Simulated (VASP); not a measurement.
Here is a VASP 6.6.1 calculation.

File INCAR:

```
SYSTEM = Be3CdTe4
ALGO = Fast
EDIFF = 1E-5
ENCUT = 520
GGA = PE
ISIF = 2
ISMEAR = 0
LASPH = .True.
LCHARG = .False.
LREAL = Auto
LWAVE = .False.
NELM = 80
PREC = Normal
SIGMA = 0.05
```

KPOINTS

```
k-points
0
Gamma
  4 4 4
  0 0 0
```

File POSCAR:

```
Be3CdTe4
1.0
   -2.9609200000      2.9609200000      5.8611800000
    2.9609200000     -2.9609200000      5.8611800000
    2.9609200000      2.9609200000     -5.8611800000
Be Cd Te
3 1 4
Direct
    0.2500000000      0.7500000000      0.5000000000
    0.7500000000      0.2500000000      0.5000000000
    0.0000000000      0.0000000000      0.0000000000
    0.5000000000      0.5000000000      0.0000000000
    0.6400290000      0.6400290000      0.5502010000
    0.0898290000      0.0898290000      0.4497990000
    0.3599710000      0.9101710000      0.0000000000
    0.9101710000      0.3599710000      0.0000000000
```

Potentials or basis: VASP PAW PBE potentials, release 64 (Be, Cd, Te).

Command:

```console
$ cat potpaw_PBE.64/Be/POTCAR potpaw_PBE.64/Cd/POTCAR potpaw_PBE.64/Te/POTCAR > POTCAR
$ mpirun -np 1 vasp_std > vasp.out
```

(1) What does it give for the largest force?

(2) Predict the pressure.

(3) Predict the band gap on the k mesh.

Answers

(1) 0.017 eV/Å.

(2) 0.0 GPa.

(3) 2.04 eV, indirect (least direct gap 2.13 eV).

Caveat: spin-orbit coupling is left out, which moves the levels of the heavy elements.
